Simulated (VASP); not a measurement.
Input:

```xyz
4
Lattice="0.0000 3.1016 3.1016 3.1016 0.0000 3.1016 3.1016 3.1016 0.0000" Properties=species:S:1:pos:R:3 pbc="T T T"
Ge     0.0000     0.0000     0.0000
V      3.1016     3.1016     3.1016
V      1.5508     1.5508     1.5508
V      4.6524     4.6524     4.6524
```
Starting moments (μB, in the order of the record's atoms Ge V V V): 0.0 2.0 2.0 2.0.

Level of theory: PBE GGA, VASP's PBE PAW potentials (set 64) (plane waves; VASP). Settings: 400 eV cut-off, 7×7×7 Γ-centred mesh, first-order Methfessel-Paxton smearing of 0.10 eV, potentials Ge_d V_sv.

**Question.** Give the stress tensor in GPa (positive for a compressed cell).

**Answer.** 
```
-14.71    0.00    0.00
  0.00  -14.71    0.00
  0.00    0.00  -14.71
```
The pressure is its mean diagonal, -14.71 GPa.

The structure was generated: V3Ge was put into the D03 type (Fm-3m), which need not be its known phase. The cell was not relaxed at this level.
